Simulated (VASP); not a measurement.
Input:

```yaml
crystal:
  lattice:
    - [8.75833, 0.00000, 0.00000]
    - [0.00000, 8.75833, 0.00000]
    - [0.00000, 0.00000, 8.75833]
  atoms:
    - { symbol: Si, position: [0.49877, 0.99861, 0.99844] }
    - { symbol: Si, position: [0.74952, 0.25042, 0.99767] }
    - { symbol: Si, position: [0.74948, 0.99773, 0.25035] }
    - { symbol: Si, position: [0.00101, 0.99896, 0.99897] }
    - { symbol: Si, position: [0.24880, 0.24860, 0.99839] }
    - { symbol: Si, position: [0.50058, 0.49946, 0.99740] }
    - { symbol: Si, position: [0.75132, 0.75122, 0.99839] }
    - { symbol: Si, position: [0.24881, 0.99857, 0.24846] }
    - { symbol: Si, position: [0.49212, 0.24230, 0.24180] }
    - { symbol: Si, position: [0.75780, 0.50772, 0.24177] }
    - { symbol: Si, position: [0.50079, 0.99778, 0.49913] }
    - { symbol: Si, position: [0.75881, 0.24124, 0.50830] }
    - { symbol: Si, position: [0.75148, 0.99831, 0.75129] }
    - { symbol: Si, position: [0.00133, 0.50117, 0.99840] }
    - { symbol: Si, position: [0.24909, 0.75085, 0.99882] }
    - { symbol: Si, position: [0.00239, 0.25043, 0.25035] }
    - { symbol: Si, position: [0.24778, 0.49948, 0.25016] }
    - { symbol: Si, position: [0.50060, 0.75213, 0.25024] }
    - { symbol: Si, position: [0.00161, 0.99827, 0.50119] }
    - { symbol: Si, position: [0.24792, 0.25042, 0.49918] }
    - { symbol: Si, position: [0.49193, 0.50782, 0.50754] }
    - { symbol: Si, position: [0.74942, 0.75193, 0.49916] }
    - { symbol: Si, position: [0.24938, 0.99900, 0.75062] }
    - { symbol: Si, position: [0.50076, 0.25048, 0.75192] }
    - { symbol: Si, position: [0.74943, 0.49924, 0.75188] }
    - { symbol: Si, position: [0.00125, 0.75116, 0.24842] }
    - { symbol: Si, position: [0.00225, 0.49924, 0.49916] }
    - { symbol: Si, position: [0.24872, 0.75127, 0.50098] }
    - { symbol: Si, position: [0.00159, 0.24838, 0.75131] }
    - { symbol: Si, position: [0.24866, 0.50114, 0.75107] }
    - { symbol: Si, position: [0.49869, 0.75123, 0.75102] }
    - { symbol: Si, position: [0.00094, 0.75055, 0.75061] }
    - { symbol: C, position: [0.62646, 0.12551, 0.12539] }
    - { symbol: C, position: [0.87462, 0.37342, 0.12535] }
    - { symbol: C, position: [0.87492, 0.12513, 0.37346] }
    - { symbol: C, position: [0.12508, 0.12478, 0.12466] }
    - { symbol: C, position: [0.37548, 0.37646, 0.12511] }
    - { symbol: C, position: [0.62362, 0.62442, 0.12515] }
    - { symbol: C, position: [0.87508, 0.87503, 0.12466] }
    - { symbol: C, position: [0.37570, 0.12548, 0.37615] }
    - { symbol: C, position: [0.87446, 0.62421, 0.37616] }
    - { symbol: C, position: [0.62389, 0.12522, 0.62442] }
    - { symbol: C, position: [0.87482, 0.37617, 0.62446] }
    - { symbol: C, position: [0.87521, 0.12467, 0.87504] }
    - { symbol: C, position: [0.12506, 0.62512, 0.12450] }
    - { symbol: C, position: [0.37488, 0.87477, 0.12457] }
    - { symbol: C, position: [0.12515, 0.37490, 0.37472] }
    - { symbol: C, position: [0.37547, 0.62448, 0.37322] }
    - { symbol: C, position: [0.62513, 0.87490, 0.37472] }
    - { symbol: C, position: [0.12532, 0.12464, 0.62494] }
    - { symbol: C, position: [0.37559, 0.37342, 0.62424] }
    - { symbol: C, position: [0.62632, 0.62426, 0.62418] }
    - { symbol: C, position: [0.87519, 0.87451, 0.62490] }
    - { symbol: C, position: [0.37504, 0.12484, 0.87458] }
    - { symbol: C, position: [0.62512, 0.37489, 0.87477] }
    - { symbol: C, position: [0.87506, 0.62491, 0.87454] }
    - { symbol: C, position: [0.12502, 0.87481, 0.37462] }
    - { symbol: C, position: [0.12494, 0.62491, 0.62477] }
    - { symbol: C, position: [0.37505, 0.87509, 0.62473] }
    - { symbol: C, position: [0.12506, 0.37485, 0.87481] }
    - { symbol: C, position: [0.37480, 0.62511, 0.87474] }
    - { symbol: C, position: [0.62500, 0.87479, 0.87473] }
    - { symbol: C, position: [0.12506, 0.87488, 0.87463] }
```

These are HSE06 screened hybrid, VASP's PBE PAW potentials (set 64) (plane waves; VASP) values and carry that method's errors. Settings: PREC = Normal, LREAL = Auto, ISYM = 0, EDIFF = 1E-5, 400 eV cut-off, 1×1×1 Γ-centred mesh, Gaussian smearing of 0.050 eV, potentials Si C. Starting moments (MAGMOM): 63*0.0317. The cell's moment is fixed (NUPDOWN = 2).

The supercell is sampled at Γ alone, which is coarse: total energies, pressure and levels can be off, energies of defects by several tenths of an eV.

What does the run give for the cell moment, energy per atom (σ→0)?

```
Property                       Result
---------------------  --------------
cell moment                   2.00 μB
energy per atom (σ→0)  -8.595 eV/atom
```

The cell is a supercell with a defect, built from SiC (zinc blende): vac_C. The cell's shape comes from a PBE relaxation.
